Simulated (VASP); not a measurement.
Runs of VASP 6.6.1 on CdSi4O. It takes space group F-43m (No. 216, cubic). The conventional cell has a = 7.204 Å, b = 7.204 Å, c = 7.204 Å, α = 90.00°, β = 90.00°, γ = 90.00°. Around Cd (site symmetry -43m) lie 12 Si at 2.99 Å and 4 O at 3.12 Å. Si (site symmetry 3m) is surrounded by 6 Si at 2.51 to 2.58 Å. O (site symmetry -43m) is surrounded by 12 Si at 2.98 Å and 4 Cd at 3.12 Å. The cell was built by a generator and needn't be a form met in nature.

```csv
task,level,cell,cutoff (eV),gap on the mesh (eV),pressure (GPa),relaxed volume (Å³/atom),largest force (eV/Å)
band structure,SCAN,as given,520,-,-3.0,-,0.18
relaxation of cell and atoms,BLYP,relaxed,600,none,0.0,(a),0.01
relaxation of cell and atoms,BLYP+D3,relaxed,600,none,0.0,16.14,0.01
band structure,TPSS,as given,520,-,-3.0,-,0.09
```

Alike in all rows: potentials or basis VASP PAW PBE potentials, release 64 (Cd, Si, O); no spin polarisation; k mesh 5 × 5 × 5; smearing fermi-dirac 0.05 eV.

Q: Fill in the values left out.

A: (a) 16.99.

Caveats: the PAW data sets were made with another functional, which shifts forces and pressure a little; pairwise dispersion overbinds metals, which lowers pressure and volume (some runs).

A k mesh can miss the band edges, and the runs leave out spin-orbit coupling on Cd.

A gap of «none» marks a metal or a gap under the smearing width.

Not every run made on this cell is shown here.
